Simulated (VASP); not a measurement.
Data:

```yaml
crystal:
  lattice:
    - [-2.24515, 2.24515, 5.56823]
    - [2.24515, -2.24515, 5.56823]
    - [2.24515, 2.24515, -5.56823]
  atoms:
    - { symbol: Ba, position: [0.00000, 0.00000, 0.00000] }
    - { symbol: Al, position: [0.75000, 0.25000, 0.50000] }
    - { symbol: Al, position: [0.25000, 0.75000, 0.50000] }
    - { symbol: Al, position: [0.38147, 0.38147, 0.00000] }
    - { symbol: Al, position: [0.61853, 0.61853, 0.00000] }
```

The numbers are results of LDA (Ceperley-Alder, Perdew-Zunger), VASP's LDA PAW potentials (set 64) (plane waves; VASP), not measurements. Run with 400 eV cut-off, Gaussian smearing of 0.050 eV, potentials Ba_sv Al.

Question: Give the energies of bands 5 to 14 at the high-symmetry points, in eV from the Fermi level.

Answer: 
| band | Γ | X | P | N | M | S | R |
|---|---|---|---|---|---|---|---|
| 5 | -9.07 | -6.45 | -6.39 | -7.14 | -8.14 | -7.31 | -6.35 |
| 6 | -4.20 | -5.55 | -5.36 | -6.92 | -6.66 | -6.58 | -6.29 |
| 7 | -4.16 | -5.14 | -5.36 | -3.79 | -2.36 | -4.71 | -5.05 |
| 8 | -2.37 | -5.13 | -5.30 | -3.44 | -2.07 | -1.99 | -4.18 |
| 9 | -2.37 | -3.05 | -2.70 | -1.47 | -2.07 | -1.59 | -3.07 |
| 10 | -1.60 | -1.99 | -1.70 | -0.47 | -0.46 | -1.28 | -1.90 |
| 11 | -0.67 | -1.45 | -1.70 | -0.42 | -0.27 | -0.11 | -1.59 |
| 12 | 0.74 | 1.14 | 0.06 | -0.27 | 0.84 | 0.13 | 0.97 |
| 13 | 0.74 | 2.00 | 2.70 | 1.03 | 0.84 | 0.86 | 2.10 |
| 14 | 1.06 | 2.26 | 2.70 | 1.06 | 1.87 | 1.45 | 2.14 |

It has no gap at this level: it comes out as a metal or semimetal.

The compound is BaAl4 in the sg139 structure. It was relaxed first.
